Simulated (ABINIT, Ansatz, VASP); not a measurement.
## Sb (Pm-3m, 1 atom in the cell) computed with different codes at matched settings

Self-consistent single point.

```
CELL_PARAMETERS angstrom
      3.15148     0.00000     0.00000
      0.00000     3.15148     0.00000
      0.00000     0.00000     3.15148
ATOMIC_POSITIONS crystal
  Sb 0.00000 0.00000 0.00000
```

Shared settings, as Ansatz (an electronic-structure program) writes them: kpoints.mp_grid.grid = 14 14 14; scf.occupations.method = gaussian; scf.occupations.width = 0.02 Ry. Potentials and cutoffs stand in the table.

```
code                                                                              model  pressure (GPa)   cutoff
------  -------------------------------------------------------------------------------  --------------  -------
VASP                                       LDA (PZ), VASP's LDA PAW potentials (set 64)           -5.37   300 eV
Ansatz                                      LDA (PW92), default PAW files made with PBE           -5.50  default
ABINIT  LDA (PW92), norm-conserving pseudopotentials (PseudoDojo nc-sr-04 LDA standard)           -5.47    42 Ha
```

On Ansatz's run: spin-orbit coupling is off.

The spread over the programs that give each value: pressure within 0.13 GPa.

Ansatz's pressure is given at a fixed set of plane waves, as the other plane-wave codes print theirs; with its correction for the finite basis it is -5.46 GPa. The same LDA comes in different parametrisations, which differ slightly.

VASP's run is marked for a possible Pulay error in its stress at this cutoff; no cutoff test was made.

The starting cell comes from a database of computed structures (which also holds hypothetical and non-ambient phases and stackings), without a prior relaxation at this level. Its lattice was rescaled by a random factor within 2.5 % of one.

Left out of this page: Quantum ESPRESSO, GPAW, CP2K, Elk, FLEUR and SIESTA (not drawn, or without a comparable value).

Keys are those of Ansatz 0.2.
